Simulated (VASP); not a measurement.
Calculation: PBE GGA, VASP's PBE PAW potentials (set 64) (plane waves; VASP).

VASP ran on this input.

KPOINTS:
```
Automatic mesh
0
Gamma
 15 15 15
0 0 0
```

POSCAR:
```
PtB
1
    0.0000000000     2.3967868868     2.3967868868
    2.3967868868     0.0000000000     2.3967868868
    2.3967868868     2.3967868868     0.0000000000
Pt B
1 1
Direct
  0.0000000000   0.0000000000   0.0000000000
  0.2500000000   0.2500000000   0.2500000000
```

INCAR:
```
SYSTEM = PtB
PREC = Accurate
ENCUT = 520
EDIFF = 1E-7
NELM = 100
ALGO = Normal
LREAL = .FALSE.
LASPH = .TRUE.
ISMEAR = -5
GGA = PE
LMAXMIX = 6
LWAVE = .FALSE.
LCHARG = .TRUE.
LORBIT = 11
NEDOS = 601
ISIF = 2
```

POTCAR, in this order: Pt B (PBE.64 set). Program: vasp_std.

The resulting files:

### OSZICAR
```
       N       E                     dE             d eps       ncg     rms          rms(c)
DAV:   1     0.464189572828E+02    0.46419E+02   -0.62701E+03  2576   0.112E+03
DAV:   2    -0.132106976088E+02   -0.59630E+02   -0.56779E+02  2632   0.212E+02
DAV:   3    -0.146528085682E+02   -0.14421E+01   -0.14286E+01  2820   0.329E+01
DAV:   4    -0.146621362874E+02   -0.93277E-02   -0.93310E-02  2720   0.286E+00
DAV:   5    -0.146622244647E+02   -0.88177E-04   -0.88214E-04  2802   0.303E-01    0.149E+01
DAV:   6    -0.130521256622E+02    0.16101E+01   -0.13788E+01  2548   0.308E+01    0.362E+00
DAV:   7    -0.129198207012E+02    0.13230E+00   -0.84488E-01  2582   0.967E+00    0.232E+00
DAV:   8    -0.129039590257E+02    0.15862E-01   -0.21628E-02  2694   0.137E+00    0.776E-01
DAV:   9    -0.129017314985E+02    0.22275E-02   -0.71252E-03  2724   0.731E-01    0.561E-02
DAV:  10    -0.129017355403E+02   -0.40418E-05   -0.37694E-04  2760   0.185E-01    0.236E-02
DAV:  11    -0.129017294306E+02    0.61098E-05   -0.13044E-05  2744   0.374E-02    0.653E-03
DAV:  12    -0.129017285304E+02    0.90012E-06   -0.38828E-06  2670   0.154E-02    0.184E-03
DAV:  13    -0.129017286003E+02   -0.69884E-07   -0.60368E-08  1778   0.255E-03
   1 F= -.12901729E+02 E0= -.12901729E+02  d E =0.000000E+00
```

### OUTCAR
```
------------------------ aborting loop because EDIFF is reached ----------------------------------------
  FORCE on cell =-STRESS in cart. coord.  units (eV):
  Direction    XX          YY          ZZ          XY          YZ          ZX
  --------------------------------------------------------------------------------------
  Total       -0.0101896     -0.0101896     -0.0101896      0.0000000      0.0000000     -0.0000000
  in kB       -0.5928590     -0.5928590     -0.5928590      0.0000000      0.0000000     -0.0000000
  external PRESSURE =      -0.5928590 kB  Pullay stress =       0.0000000 kB
  volume of cell :       27.54
      direct lattice vectors                 reciprocal lattice vectors
     0.000000000  2.396786887  2.396786887    -0.208612623  0.208612623  0.208612623
     2.396786887  0.000000000  2.396786887     0.208612623 -0.208612623  0.208612623
     2.396786887  2.396786887  0.000000000     0.208612623  0.208612623 -0.208612623
 POSITION                                       TOTAL-FORCE (eV/Angst)
 -----------------------------------------------------------------------------------
      0.00000      0.00000      0.00000         0.000000      0.000000      0.000000
      1.19839      1.19839      1.19839        -0.000000     -0.000000     -0.000000
 -----------------------------------------------------------------------------------
    total drift:                                0.000000      0.000000      0.000000
  FREE ENERGIE OF THE ION-ELECTRON SYSTEM (eV)
  ---------------------------------------------------
  free  energy   TOTEN  =       -12.9017286003 eV

  energy  without entropy=      -12.9017286003  energy(sigma->0) =      -12.90172860

 total charge

# of ion       s       p       d       tot
------------------------------------------
    1        0.858   0.584   8.132   9.574
    2        0.735   1.067   0.000   1.802
--------------------------------------------------
tot          1.592   1.651   8.132  11.376
```
(Selected blocks of OUTCAR.)

For a metal the tetrahedron method with Blöchl corrections gives inexact stress and forces.

The structure was generated: PtB was put into the zinc blende type (F-43m), which need not be its known phase. It was relaxed first, which changed the volume by -16 %. The electron count is odd and the run is not spin-polarised, which forces a metal.
